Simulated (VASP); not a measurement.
Given:

```yaml
crystal:
  lattice:
    - [2.84941, 1.64511, 2.33721]
    - [-2.84941, 1.64511, 2.33721]
    - [0.00000, -3.29022, 2.33721]
  atoms:
    - { symbol: Ba, position: [0.00036, 0.00036, 0.00036] }
    - { symbol: Ti, position: [0.51367, 0.51367, 0.51367] }
    - { symbol: O, position: [0.48889, 0.97928, 0.48889] }
    - { symbol: O, position: [0.48889, 0.48889, 0.97928] }
    - { symbol: O, position: [0.97928, 0.48889, 0.48889] }
```

All values below come from r2SCAN meta-GGA, VASP's PBE PAW potentials (set 64) (plane waves; VASP). Numerical set-up: 520 eV cut-off, 7×7×7 Γ-centred mesh, Gaussian smearing of 0.010 eV, potentials Ba_sv Ti_sv O.

Task: The job: BaTiO$_{3}$ (space group R3m), 5 atoms, r2SCAN, optics run with many empty bands, 520 eV, 7×7×7 Γ-centred mesh. Roughly how much core time does it take on a busy server core?

Result: About 20 core-minutes (one run on a shared machine, a rough figure). It had 44 irreducible k-points, 72 bands, up to 1794 plane waves and 21 electronic steps.

The structure comes from a computed database's BaTiO3 entry (R3m); how it stands against other phases isn't given here. It was relaxed first.
